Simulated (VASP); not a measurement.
# Re3RuAu: single point with PBE

Crystal: Re3RuAu.

```xyz
5
Lattice="4.7038 0.0000 0.0000 0.0000 4.7038 0.0000 0.0000 0.0000 4.7038" Properties=species:S:1:pos:R:3 pbc="T T T"
Re    2.3519    2.3519    0.0000
Re    0.0000    2.3519    2.3519
Re    2.3519    0.0000    2.3519
Ru    0.0000    0.0000    0.0000
Au    2.3519    2.3519    2.3519
```

The cell was built by a generator and needn't be a form met in nature.

The cell isn't the ideal one: species swapped into the SrCoO3 type (Pm-3m, No. 221).

| Quantity | Value |
| --- | --- |
| Program | VASP 6.6.1 |
| Task | single point |
| Functional | PBE |
| Potentials or basis | VASP PAW PBE potentials, release 64 (Re, Ru_pv, Au) |
| Cutoff | 520 eV |
| k mesh | 4 × 4 × 4 |
| Occupations | gaussian, width 0.1 eV |
| Spin | collinear spin, typed start |
| Starting moments | [1.0, 1.0, 1.0, 1.0, 0.0] μB |
| Dipole correction | no |
| Further INCAR settings | ALGO = Fast; EDIFF = 1e-07; NBANDS = 35 |

```yaml
Pressure: -0.7 GPa
Band_gap_on_the_k_mesh: none (metal or under the smearing width)
Net_moment: 0.00 μB per cell
Valence_electrons_inside_the_program's_atomic_spheres: Re 5.57; Ru 12.09; Au 10.57
```

Levels at points of the mesh, in eV from the Fermi level:
Spin up:
```csv
k point,band 19,band 20,band 21,band 22,band 23,band 24,band 25,band 26,band 27,band 28
"(0.00, 0.00, 0.00)",0.29,0.29,0.54,0.54,0.54,1.00,1.00,1.00,1.12,1.12
"(0.50, 0.00, 0.00)",-0.56,-0.56,-0.53,-0.41,-0.14,0.11,0.38,0.43,0.43,1.00
"(0.50, 0.50, 0.00)",-1.29,-1.29,-1.04,-1.04,-0.67,-0.51,-0.27,0.29,0.60,0.60
"(0.50, 0.50, 0.50)",-1.65,-1.06,-1.06,0.25,0.25,0.25,0.85,0.85,0.85,0.94
```
Spin down:
| k point | band 20 | band 21 | band 22 | band 23 | band 24 | band 25 | band 26 | band 27 |
| --- | --- | --- | --- | --- | --- | --- | --- | --- |
| (0.00, 0.00, 0.00) | 0.29 | 0.54 | 0.54 | 0.54 | 1.00 | 1.00 | 1.00 | 1.12 |
| (0.50, 0.00, 0.00) | -0.56 | -0.53 | -0.41 | -0.14 | 0.11 | 0.38 | 0.43 | 0.43 |
| (0.50, 0.50, 0.00) | -1.29 | -1.04 | -1.04 | -0.67 | -0.51 | -0.27 | 0.29 | 0.60 |
| (0.50, 0.50, 0.50) | -1.06 | -1.06 | 0.25 | 0.25 | 0.25 | 0.85 | 0.85 | 0.85 |

Wall time 92 s on 1 thread of AMD EPYC 9R45 (Zen 5), with other jobs on the host, peak memory 0.24 GiB.

Spin-orbit coupling is left out, which matters for the levels of Au, Re.
